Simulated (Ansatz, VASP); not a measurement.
## CsRh4: VASP beside Ansatz

The input INCAR:

```
SYSTEM = CsRh4
PREC = Accurate
ENCUT = 520
EDIFF = 1E-6
ISMEAR = 0
SIGMA = 0.1
LREAL = .FALSE.
LASPH = .TRUE.
NELM = 100
ALGO = Normal
ISIF = 2
LWAVE = .FALSE.
LCHARG = .TRUE.
GGA = PE
LELF = .TRUE.
LVHAR = .TRUE.
NBANDS = 42
```

The input KPOINTS:

```
Automatic mesh
0
G
  4 4 4
  0 0 0
```

File POSCAR:

```
CsRh4
1.0
   -2.9383416000      2.9383416000      2.9383416000
    2.9383416000     -2.9383416000      2.9383416000
    2.9383416000      2.9383416000     -2.9383416000
Cs Rh
1 4
Direct
    0.0000000000      0.0000000000      0.0000000000
    0.5000000000      0.5000000000      0.5000000000
    0.5000000000      0.0000000000      0.0000000000
    0.0000000000      0.0000000000      0.5000000000
    0.0000000000      0.5000000000      0.0000000000
```

Input for Ansatz:

```yaml
crystal:
  lattice:
    - [-2.9383416, 2.9383416, 2.9383416]
    - [2.9383416, -2.9383416, 2.9383416]
    - [2.9383416, 2.9383416, -2.9383416]
  atoms:
    - { symbol: Cs, position: [0.0, 0.0, 0.0] }
    - { symbol: Rh, position: [0.5, 0.5, 0.5] }
    - { symbol: Rh, position: [0.5, 0.0, 0.0] }
    - { symbol: Rh, position: [0.0, 0.0, 0.5] }
    - { symbol: Rh, position: [0.0, 0.5, 0.0] }
basis:
  ecutwfc: 420
kpoints:
  mp_grid: { grid: [4, 4, 4] }
hamiltonian:
  xc: pbe
scf:
  occupations: { method: gaussian, width: 0.1 }
  lower_state_search: "off"
output:
  forces: true
  stress: true
  eigenvalues: true
```

Change from the starting cell: species swapped into the Hg4Pt type (Im-3m, No. 229).

Alike in both runs: task single point; functional PBE; k mesh 4 × 4 × 4; occupations gaussian, width 0.1 eV; no spin polarisation.

```csv
,VASP,Ansatz
version,VASP 6.6.1,Ansatz 0.2.0
potentials or method,"VASP PAW PBE potentials, release 64 (Cs_sv, Rh_pv)","scalar-relativistic, plane waves, PAW"
plane-wave cutoff (eV),520,420
valence electrons in the cell,69,77
```

Ansatz gave:

```
gap on the k mesh at the Fermi level (eV) : none
pressure (GPa)                            : -1.4
```

Task: What did VASP give for the same quantities?

Result: gap on the k mesh at the Fermi level (eV): none; pressure (GPa): 2.4.

A gap of «none» marks a metal or a gap that the smearing closes. One of these differences is far larger than is usual between the two programs; its cause wasn't traced. The two sets of potentials don't hold the same shells in valence.

Caveats: the k mesh is coarse (spacing up to 0.38 Å⁻¹), so the values aren't converged. The runs have no spin-orbit coupling, so splittings on Cs are missing.
